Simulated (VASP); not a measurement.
# TaSn (P4/nmm) in VASP: a series of runs

One crystal, TaSn, is run at these levels: PBE; tasks: relaxation of cell and atoms.

All numbers are computed with VASP 6.6.1; they aren't measurements. Logs are shortened: lines on timing, memory, paths and dates and some standing lists are left out, and cuts for length are marked.

### Step 1. The structure

It takes space group P4/nmm (No. 129, tetragonal). Conventional cell: a = 3.634 Å, b = 3.634 Å, c = 6.121 Å, α = 90.00°, β = 90.00°, γ = 90.00°. Ta (site symmetry 4mm) has 6 Sn at 2.94 to 3.18 Å and 4 Ta at 2.95 Å as nearest neighbours. Sn (site symmetry 4mm) has 6 Ta at 2.94 to 3.18 Å and 4 Sn at 3.08 Å as nearest neighbours.

The cell was built by a generator and needn't be a form met in nature.

### Step 2. Relaxation of cell and atoms, PBE

The input, INCAR:

```
SYSTEM = TaSn
PREC     = Accurate       ! precision mode
ENCUT    = 520            ! plane-wave cutoff, eV
EDIFF    = 1E-6           ! SCF threshold, eV
ISMEAR   = 0              ! smearing method
SIGMA    = 0.1            ! smearing width, eV
LREAL    = .FALSE.        ! projectors in reciprocal space
LASPH    = .TRUE.         ! aspherical terms in the spheres
NELM     = 120            ! most SCF steps
ALGO     = Normal         ! electronic algorithm
ISIF     = 3              ! what is computed and relaxed
LWAVE    = .FALSE.        ! write WAVECAR
LCHARG   = .FALSE.        ! write CHGCAR
GGA      = PE             ! functional
IBRION   = 2              ! ionic algorithm
NSW      = 90             ! ionic steps
EDIFFG   = -0.01          ! ionic threshold
KPAR     = 4
```

The input, KPOINTS:

```
Automatic mesh
0
G
  10 10 6
  0 0 0
```

The input, POSCAR:

```
TaSn
1.0
    3.6340000000      0.0000000000      0.0000000000
    0.0000000000      3.6340000000      0.0000000000
    0.0000000000      0.0000000000      6.1210000000
Ta Sn
2 2
Direct
    0.5000000000      0.0000000000      0.8813919300
    0.0000000000      0.5000000000      0.1186080700
    0.5000000000      0.0000000000      0.3610521200
    0.0000000000      0.5000000000      0.6389478800
```

Potentials or basis: VASP PAW PBE potentials, release 64 (Ta_pv, Sn_d).

Command:

```console
> cat potpaw_PBE.64/Ta_pv/POTCAR potpaw_PBE.64/Sn_d/POTCAR > POTCAR
> mpirun -np 4 vasp_std > vasp.out
```

OUTCAR:

```text
SYSTEM = TaSn
   PREC = Accurate
   ENCUT = 520
   EDIFF = 1E-6
   ISMEAR = 0
   LREAL = .FALSE.
   LASPH = .TRUE.
   NELM = 120
   ISIF = 3
   GGA = PE
   IBRION = 2
   NSW = 90
   EDIFFG = -0.01

 ion  position               nearest neighbor table
   1  0.500  0.000  0.881-   3 2.94   2 2.95   2 2.95   2 2.95   2 2.95   4 2.97   4 2.97   4 2.97
                             4 2.97   3 3.18
   2  0.000  0.500  0.119-   4 2.94   1 2.95   1 2.95   1 2.95   1 2.95   3 2.97   3 2.97   3 2.97
                             3 2.97   4 3.18
   3  0.500  0.000  0.361-   1 2.94   2 2.97   2 2.97   2 2.97   2 2.97   4 3.08   4 3.08   4 3.08
                             4 3.08   1 3.18
   4  0.000  0.500  0.639-   2 2.94   1 2.97   1 2.97   1 2.97   1 2.97   3 3.08   3 3.08   3 3.08
                             3 3.08   2 3.18

  LATTYP: Found a simple tetragonal cell.
 ALAT       =     3.6340000000
 C/A-ratio  =     1.6843698404

  Lattice vectors:

 A1 = (   3.6340000000,   0.0000000000,   0.0000000000)
 A2 = (   0.0000000000,   3.6340000000,   0.0000000000)
 A3 = (   0.0000000000,   0.0000000000,   6.1210000000)

Analysis of symmetry for initial positions (statically):
=====================================================================
 Subroutine PRICEL returns:
 Original cell was already a primitive cell.

 Routine SETGRP: Setting up the symmetry group for a
 simple tetragonal supercell.

 Subroutine GETGRP returns: Found 16 space group operations
 (whereof  8 operations were pure point group operations)
 out of a pool of 16 trial point group operations.

The static configuration has the point symmetry D_2d.
 The point group associated with its full space group is D_4h.

Analysis of symmetry for dynamics (positions and initial velocities):
=====================================================================
 Subroutine PRICEL returns:
 Original cell was already a primitive cell.

 Routine SETGRP: Setting up the symmetry group for a
 simple tetragonal supercell.

 Subroutine GETGRP returns: Found 16 space group operations
 (whereof  8 operations were pure point group operations)
 out of a pool of 16 trial point group operations.

The dynamic configuration has the point symmetry D_2d.
 The point group associated with its full space group is D_4h.

 Subroutine INISYM returns: Found 16 space group operations
 (whereof  8 operations are pure point group operations),
 and found     1 'primitive' translations

----------------------------------------------------------------------------------------

                                     Primitive cell

  volume of cell :      80.8337

  direct lattice vectors                    reciprocal lattice vectors
     3.634000000  0.000000000  0.000000000     0.275178866  0.000000000  0.000000000
     0.000000000  3.634000000  0.000000000     0.000000000  0.275178866  0.000000000
     0.000000000  0.000000000  6.121000000     0.000000000  0.000000000  0.163371998

  length of vectors
     3.634000000  3.634000000  6.121000000     0.275178866  0.275178866  0.163371998

  position of ions in fractional coordinates (direct lattice)
     0.500000000  0.000000000  0.881391930
     0.000000000  0.500000000  0.118608070
     0.500000000  0.000000000  0.361052120
     0.000000000  0.500000000  0.638947880

  ion indices of the primitive-cell ions
   primitive index   ion index
                 1           1
                 2           2
                 3           3
                 4           4

----------------------------------------------------------------------------------------

 KPOINTS: Automatic mesh

Automatic generation of k-mesh.
 Grid dimensions read from file:
 generate k-points for:   10   10    6

 Generating k-lattice:

  Cartesian coordinates                     Fractional coordinates (reciprocal lattice)
     0.027517887  0.000000000  0.000000000     0.100000000  0.000000000  0.000000000
     0.000000000  0.027517887  0.000000000     0.000000000  0.100000000  0.000000000
     0.000000000  0.000000000  0.027228666     0.000000000  0.000000000  0.166666667

  Length of vectors
     0.027517887  0.027517887  0.027228666

  Shift w.r.t. Gamma in fractional coordinates (k-lattice)
     0.000000000  0.000000000  0.000000000

 Subroutine IBZKPT returns following result:
 ===========================================

 Found     84 irreducible k-points:

 Following reciprocal coordinates:
            Coordinates               Weight
  0.000000  0.000000  0.000000      1.000000
  0.100000  0.000000  0.000000      4.000000
  0.200000  0.000000  0.000000      4.000000
  0.300000  0.000000  0.000000      4.000000
  0.400000  0.000000  0.000000      4.000000
  0.500000  0.000000  0.000000      2.000000
[... 16 lines left out ...]
  0.100000  0.000000  0.166667      8.000000
  0.200000  0.000000  0.166667      8.000000
 [... further k-points ...]
   k-points           NKPTS =     84   k-points in BZ     NKDIM =     84   number of bands    NBANDS=     30
   number of dos      NEDOS =    301   number of ions     NIONS =      4
   total plane-waves  NPLWV =  37632
   dimension x,y,z NGX =    28 NGY =   28 NGZ =   48
   dimension x,y,z NGXF=    56 NGYF=   56 NGZF=   96
   ions per type =               2   2
   NGX,Y,Z   is equivalent  to a cutoff of  12.81, 12.81, 13.04 a.u.
   NGXF,Y,Z  is equivalent  to a cutoff of  25.62, 25.62, 26.07 a.u.
 SYSTEM =  TaSn
   PREC   = accura    normal or accurate (medium, high low for compatibility)
   ISTART =      0    job   : 0-new  1-cont  2-samecut
   ICHARG =      2    charge: 1-file 2-atom 10-const
   ISPIN  =      1    spin polarized calculation?
   LNONCOLLINEAR =      F non collinear calculations
   LSORBIT =      F    spin-orbit coupling
   LASPH  =      T    aspherical Exc in radial PAW
   ENCUT  =  520.0 eV  38.22 Ry    6.18 a.u.   6.76  6.76 11.38*2*pi/ulx,y,z
   NELM   =    120;   NELMIN=  2; NELMDL= -5     # of ELM steps
   EDIFF  = 0.1E-05   stopping-criterion for ELM
   LREAL  =      F    real-space projection
   EDIFFG = -.1E-01   stopping-criterion for IOM
   NSW    =     90    number of steps for IOM
   IBRION =      2    ionic relax: 0-MD 1-quasi-New 2-CG
   NFREE  =      1    steps in history (QN), initial steepest desc. (CG)
   ISIF   =      3    stress and relaxation
   ISYM   =      2    0-nonsym 1-usesym 2-fastsym
   POTIM  = 0.5000    time-step for ionic-motion
   TEBEG  =    0.0;   TEEND  =   0.0 temperature during run
   PSTRESS=    0.0 pullay stress
   NELECT =      50.0000    total number of electrons
   NUPDOWN=      -1.0000    fix difference up-down
   EMIN   =  10.00;   EMAX   =-10.00  energy-range for DOS
   EFERMI =   0.00;   METHOD = LEGACY
   ISMEAR =     0;   SIGMA  =   0.10  broadening in eV -4-tet -1-fermi 0-gaus
   EFERMI_NEDOS =   21; number of points for ismear=-14 and -15
   IALGO  =     38    algorithm
   IMIX   =      4    mixing-type and parameters
     AMIX     =   0.40;   BMIX     =  1.00
     AMIX_MAG =   1.60;   BMIX_MAG =  1.00
  volume/ion in A,a.u.               =      20.21       136.37
  Fermi-wavevector in a.u.,A,eV,Ry     =   1.394871  2.635924 26.472386  1.945666
  Thomas-Fermi vector in A             =   2.518378
   LORBIT       =      0    0 simple, 1 ext, 2 COOP (PROOUT), +10 PAW based schemes
   GGA     = PE    functional components
   LHFCALC =     F    Hartree Fock is set to
   AEXX    =    0.0000 exact exchange contribution
   IVDW    =     0    specifies the selected vdW correction
   LEPSILON=     F    determine dielectric tensor
   LRPA    =     F    only Hartree local field effects (RPA)
 conjugate gradient relaxation of ions
 non-spin polarized calculation
 Gauss-broadening in eV      SIGMA  =   0.10
  energy-cutoff  :      520.00
  volume of cell :       80.83
 maximum number of plane-waves:      2200
 NGX is ok and might be reduce to    28
   NGX = 13   NGY = 13   NGZ = 23

--------------------------------------- Ionic step        1  -------------------------------------------

 number of electron      49.9999982 magnetization

 Free energy of the ion-electron system (eV)
  ---------------------------------------------------
  ext. energy  EPLUGINS =         0.00000000
  ---------------------------------------------------
  free energy    TOTEN  =       -31.02984634 eV

  energy without entropy =      -31.01339420  energy(sigma->0) =      -31.02162027

------------------------ aborting loop because EDIFF is reached ----------------------------------------

  FORCE on cell =-STRESS in cart. coord.  units (eV):
  Direction    XX          YY          ZZ          XY          YZ          ZX
  --------------------------------------------------------------------------------------
  -------------------------------------------------------------------------------------
  Total        0.2777564      0.2777564     -0.2686731      0.0000000      0.0000000     -0.0000000
  in kB        5.5053180      5.5053180     -5.3252804      0.0000000      0.0000000     -0.0000000
  external PRESSURE =       1.8951186 kB  Pullay stress =       0.0000000 kB
[... 175 lines left out ...]
  energy  without entropy=      -31.0177047374  energy(sigma->0) =      -31.02507721

--------------------------------------- Ionic step        6  -------------------------------------------

 number of electron      49.9999980 magnetization

 Free energy of the ion-electron system (eV)
  ---------------------------------------------------
  ext. energy  EPLUGINS =         0.00000000
  ---------------------------------------------------
  free energy    TOTEN  =       -31.03259458 eV

  energy without entropy =      -31.01808049  energy(sigma->0) =      -31.02533753

 E-fermi :   8.4791     XC(G=0): -11.9116

 val. band max:        8.4423469290   @ k =   0.3000   0.1000   0.3333
 cond. band min:       8.4813939014   @ k =   0.2000   0.1000   0.5000
 fundamental gap:      0.0390469724
 Fermi energy:         8.4791357113

 k-point     1 :       0.0000    0.0000    0.0000
  band No.  band energies     occupation
      1     -26.1380      2.00000
      2     -26.1244      2.00000
      3     -26.1244      2.00000
      4     -25.9676      2.00000
      5     -25.7544      2.00000
      6     -25.7544      2.00000
[... 781 lines left out ...]
     29      10.4623      0.00000
     30      10.8485      0.00000

 [... further k-points ...]

------------------------ aborting loop because EDIFF is reached ----------------------------------------

  FORCE on cell =-STRESS in cart. coord.  units (eV):
  Direction    XX          YY          ZZ          XY          YZ          ZX
  --------------------------------------------------------------------------------------
  -------------------------------------------------------------------------------------
  Total        0.0157070      0.0157070      0.0155920      0.0000000      0.0000000      0.0000000
  in kB        0.3106311      0.3106311      0.3083555      0.0000000      0.0000000      0.0000000
  external PRESSURE =       0.3098726 kB  Pullay stress =       0.0000000 kB
[... 19 lines left out ...]
  FREE ENERGIE OF THE ION-ELECTRON SYSTEM (eV)
  ---------------------------------------------------
  free  energy   TOTEN  =       -31.0325945798 eV

  energy  without entropy=      -31.0180804882  energy(sigma->0) =      -31.02533753

 reached required accuracy - stopping structural energy minimisation
```

It took 3.5 min on 4 MPI ranks of Intel Xeon Platinum 8259CL at 2.50GHz (Skylake/Cascade Lake), shared host; peak memory 0.32 GiB.

Results:

* Free energy: -31.0326 eV
* Relaxed volume: 20.25 Å³/atom
* Relaxed cell: a = 3.648 Å, b = 3.648 Å, c = 6.087 Å, α = 90.00°, β = 90.00°, γ = 90.00°
* Space group after relaxing (to 0.05 Å): P4/nmm (No. 129)
* Energy gained by relaxing: 0.7 meV/atom
* Ionic steps: 6
* Pressure after relaxing: 0.0 GPa
* Largest force after relaxing: 0.009 eV/Å
* Band gap on the k mesh: none (metal or under the smearing width)

Forces in eV/Å, atoms in the order of the input:
```
Ta   0.000  0.000 -0.006
Ta   0.000  0.000  0.006
Sn   0.000  0.000  0.009
Sn   0.000  0.000 -0.009
```

The path:
```tsv
step	energy change (eV)	largest force (eV/Å)	pressure (GPa)	volume (Å³)
1	0.0000	0.1131	0.19	80.83
2	-0.0023	0.0365	-0.16	81.11
3	-0.0024	0.0431	-0.20	81.16
4	-0.0025	0.0429	0.25	80.90
5	-0.0026	0.0443	0.09	80.99
6	-0.0027	0.0086	0.03	81.01
```

Final structure:
```
Ta Sn
1.0
     3.64818    0.00000    0.00000
     0.00000    3.64818    0.00000
     0.00000    0.00000    6.08705
Ta Sn
2 2
Direct
  0.50000 0.00000 0.88272
  0.00000 0.50000 0.11728
  0.50000 0.00000 0.36147
  0.00000 0.50000 0.63853
```

Levels at points of the mesh, in eV from the Fermi level:
```
           k point  band 21  band 22  band 23  band 24  band 25  band 26  band 27  band 28  band 29  band 30
(0.00, 0.00, 0.00)    -0.75    -0.74    -0.74    -0.08     0.48     0.48     0.98     1.37     1.37     2.46
(0.50, 0.00, 0.00)    -2.42    -2.42    -1.40    -1.40     0.84     0.84     1.91     1.91     2.31     2.31
(0.50, 0.50, 0.00)    -2.08    -2.08    -1.84    -1.84    -1.11    -1.11     1.65     1.65     2.28     2.28
(0.00, 0.00, 0.50)    -1.24    -1.24    -0.79    -0.08     0.28     0.28     0.72     0.75     3.59     3.83
(0.50, 0.00, 0.50)    -2.44    -2.44    -1.61    -1.61     1.26     1.26     2.60     2.60     2.88     2.88
(0.50, 0.50, 0.50)    -3.52    -3.52    -1.28    -1.28    -0.94    -0.94     1.72     1.72     3.02     3.02
```

Spin-orbit coupling is left out, which matters for the levels of Ta.

### Step 3. Relaxation of cell and atoms, PBE

This run uses another cell than the first one, of 20.25 Å³/atom, 1.002 times its volume.

INCAR, as its differences from that of step 2:

```diff
@@ -3,3 +3,3 @@
 ENCUT    = 520            ! plane-wave cutoff, eV
-EDIFF    = 1E-6           ! SCF threshold, eV
+EDIFF    = 1E-7           ! SCF threshold, eV
 ISMEAR   = 0              ! smearing method
@@ -15,4 +15,5 @@
 IBRION   = 2              ! ionic algorithm
-NSW      = 90             ! ionic steps
-EDIFFG   = -0.01          ! ionic threshold
+NSW      = 60             ! ionic steps
+EDIFFG   = -0.005         ! ionic threshold
+POTIM    = 0.3            ! step
 KPAR     = 4
```

KPOINTS is that of step 2.

The input, POSCAR:

```
TaSn                                    
1.0
    3.6481819314      0.0000000000     -0.0000000000
    0.0000000000      3.6481819314      0.0000000000
   -0.0000000000      0.0000000000      6.0870462275
  Ta              Sn            
     2     2
Direct
     0.5000000000000000    0.0000000000000000    0.8827179921798044
     0.0000000000000000    0.5000000000000000    0.1172820078201957
     0.5000000000000000    0.0000000000000000    0.3614749200475515
     0.0000000000000000    0.5000000000000000    0.6385250799524484
```

Potentials or basis: VASP PAW PBE potentials, release 64 (Ta_pv, Sn_d).

Command:

```console
> cat potpaw_PBE.64/Ta_pv/POTCAR potpaw_PBE.64/Sn_d/POTCAR > POTCAR
> mpirun -np 4 vasp_std > vasp.out
```

Run time: 75 s. Hardware: 4 MPI ranks of Intel Xeon Platinum 8259CL at 2.50GHz (Skylake/Cascade Lake), shared host; peak memory 0.31 GiB.

It converged, with:

* Free energy: -31.0327 eV
* Relaxed volume: 20.26 Å³/atom
* Relaxed cell: a = 3.648 Å, b = 3.648 Å, c = 6.088 Å, α = 90.00°, β = 90.00°, γ = 90.00°
* Space group after relaxing (to 0.05 Å): P4/nmm (No. 129)
* Energy gained by relaxing: 0.0 meV/atom
* Ionic steps: 2
* Pressure after relaxing: 0.0 GPa
* Largest force after relaxing: 0.004 eV/Å
* Band gap on the k mesh: none (metal or under the smearing width)

Forces in eV/Å, atoms in the order of the input:
```
Ta   0.000  0.000 -0.001
Ta   0.000  0.000  0.001
Sn   0.000  0.000  0.004
Sn   0.000  0.000 -0.004
```

Final structure:
```
CELL_PARAMETERS angstrom
3.64848 0.00000 0.00000
0.00000 3.64848 0.00000
0.00000 0.00000 6.08751
ATOMIC_POSITIONS crystal
Ta 0.50000 0.00000 0.88269
Ta 0.00000 0.50000 0.11731
Sn 0.50000 0.00000 0.36152
Sn 0.00000 0.50000 0.63848
```

Levels at points of the mesh, in eV from the Fermi level:
| k point | band 22 | band 23 | band 24 | band 25 | band 26 | band 27 | band 28 | band 29 |
| --- | --- | --- | --- | --- | --- | --- | --- | --- |
| (0.00, 0.00, 0.00) | -0.74 | -0.74 | -0.08 | 0.49 | 0.49 | 0.98 | 1.37 | 1.37 |
| (0.50, 0.00, 0.00) | -2.42 | -1.40 | -1.40 | 0.84 | 0.84 | 1.91 | 1.91 | 2.31 |
| (0.50, 0.50, 0.00) | -2.08 | -1.84 | -1.84 | -1.11 | -1.11 | 1.64 | 1.64 | 2.28 |
| (0.00, 0.00, 0.50) | -1.24 | -0.79 | -0.08 | 0.28 | 0.28 | 0.72 | 0.75 | 3.59 |
| (0.50, 0.00, 0.50) | -2.44 | -1.61 | -1.61 | 1.26 | 1.26 | 2.60 | 2.60 | 2.88 |
| (0.50, 0.50, 0.50) | -3.52 | -1.28 | -1.28 | -0.94 | -0.94 | 1.72 | 1.72 | 3.03 |

Spin-orbit coupling is left out, which matters for the levels of Ta.
